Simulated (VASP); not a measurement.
**Cd4S2Se2 (ordered alloy cell): computed properties**

These are PBEsol GGA, VASP's PBE PAW potentials (set 64) (plane waves; VASP 6.6.1) values and carry that method's errors.

```
Item                                                                             Result
-----------------------------------  --------------------------------------------------
space group                                                                 P-4m2 (115)
cell                                 a = b = 4.2067 Å, c = 5.9461 Å, α = β = γ = 90.00°
volume per atom                                                           26.31 Å³/atom
band gap (on the k-mesh)                                                        0.70 eV
smallest direct gap (on the k-mesh)                                             0.70 eV
band-edge character                                                      direct, Γ to Γ
density                                                                      5.30 g/cm³
```

```cif
data_Cd2SSe
_chemical_formula_sum 'Cd2 Se1 S1'
_space_group_name_H-M_alt 'P-4m2'
_space_group_IT_number 115
_space_group_name_Hall 'P -4 -2'
_cell_length_a 4.20669
_cell_length_b 4.20669
_cell_length_c 5.94614
_cell_angle_alpha 90.000
_cell_angle_beta 90.000
_cell_angle_gamma 90.000
loop_
_atom_site_label
_atom_site_type_symbol
_atom_site_symmetry_multiplicity
_atom_site_Wyckoff_symbol
_atom_site_fract_x
_atom_site_fract_y
_atom_site_fract_z
_atom_site_occupancy
Cd1 Cd 2 g 0.00000 0.50000 0.23800 1
Se1 Se 1 c 0.50000 0.50000 0.50000 1
S1 S 1 a 0.00000 0.00000 0.00000 1
```
(The calculation used a cell of 8 atoms; values per cell refer to that cell.)

The structure was generated: Cd4S2Se2 was put into an ordered model structure (P-4m2), which need not be its known phase. It was relaxed first. Symmetry was kept, so distortions that lower it aren't found.
